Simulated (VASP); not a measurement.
An input for Ansatz (written as the equivalent of a VASP run, and not itself run):

Ansatz 0.2 input:
```yaml
crystal:
  lattice:
    - [0.0000000, 3.3944270, 3.3944270]
    - [3.3944270, 0.0000000, 3.3944270]
    - [3.3944270, 3.3944270, 0.0000000]
  atoms:
    - { symbol: Sr, position: [0.0000000, 0.0000000, 0.0000000] }
    - { symbol: Te, position: [0.5000000, 0.5000000, 0.5000000] }
kpoints:
  mp_grid: { grid: [9, 9, 9] }
hamiltonian:
  xc: pbe
  pseudopotentials: { kind: paw }
scf:
  occupations: { method: gaussian, width: 0.01 }
  max_iter: 100
output: { forces: true, stress: true, eigenvalues: true }
```

Task: Translate this input to VASP (INCAR, KPOINTS, POSCAR, choice of POTCAR).

Result: Several could match; the one computed here: 
**INCAR**
```
SYSTEM = SrTe
PREC = Accurate
ENCUT = 300
EDIFF = 1E-6
NELM = 100
ALGO = Normal
LREAL = .FALSE.
LASPH = .TRUE.
ISMEAR = 0
SIGMA = 0.01
GGA = PE
LMAXMIX = 4
LWAVE = .FALSE.
LCHARG = .FALSE.
ISIF = 2
```

**POSCAR**
```
SrTe
6.7888540
  0.0000000000   0.5000000000   0.5000000000
  0.5000000000   0.0000000000   0.5000000000
  0.5000000000   0.5000000000   0.0000000000
Sr Te
1 1
direct
  0.0000000000   0.0000000000   0.0000000000
  0.5000000000   0.5000000000   0.5000000000
```

KPOINTS:
```
Automatic mesh
0
Gamma
9 9 9
0 0 0
```

POTCAR, in this order: Sr_sv Te (PBE.64 set). Program: vasp_std.

What does not carry over: each code has its own PAW files, so the cut-off isn't converted (ENCUT is set for VASP's; basis.ecutwfc is left out, and Ansatz then takes the one that its files recommend); Ansatz stops its SCF on the density residual and VASP on the energy change (EDIFF).

The structure comes from a computed database's SrTe entry; how it stands against other phases isn't given here. The cell was not relaxed at this level.
